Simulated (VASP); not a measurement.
```yaml
crystal:
  lattice:
    - [-1.61278, 1.61278, 1.61278]
    - [1.61278, -1.61278, 1.61278]
    - [1.61278, 1.61278, -1.61278]
  atoms:
    - { symbol: W, position: [0.00000, 0.00000, 0.00000] }
```

The numbers are results of PBE GGA with D4 dispersion, VASP's PBE PAW potentials (set 64) (plane waves; VASP), not measurements. Numerical set-up: 520 eV cut-off, 16×16×16 Γ-centred mesh, first-order Methfessel-Paxton smearing of 0.10 eV, potentials W_sv.

Q: Give the stress tensor in GPa (positive for a compressed cell).

A: 
```
-16.85    0.00    0.00
  0.00  -16.85    0.00
  0.00    0.00  -16.85
```
The pressure is its mean diagonal, -16.85 GPa.

The compound is W in the bcc structure. This cell is one point of a volume scan, at 1.06 of the reference volume.
